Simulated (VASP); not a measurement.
Energy against volume of KMgF3 (cubic perovskite). Calculation: PBE GGA with D3 dispersion (zero damping), VASP's PBE PAW potentials (set 64) (plane waves; VASP 6.6.1). Numerical set-up: 520 eV cut-off, 6×6×6 Γ-centred mesh, Gaussian smearing of 0.050 eV, potentials K_sv Mg F.

```csv
V (Å³/atom),E (eV/atom)
12.326,-5.03979
12.719,-5.04927
13.113,-5.05285
13.506,-5.05144
```

Problem. Fit these four points and predict the energy of the run at 13.900 Å³/atom.

Solution. A cubic in V^(−2/3), the third-order Birch-Murnaghan form, passes through the four points with V0 = 13.19 Å³/atom and B0 = 66 GPa, and gives -5.0458 eV/atom there. The run gave -5.0457 eV/atom, +0.1 meV/atom from the fit; all five points give B0 = 66 GPa.

The compound is KMgF3 in the cubic perovskite structure. It was relaxed first.
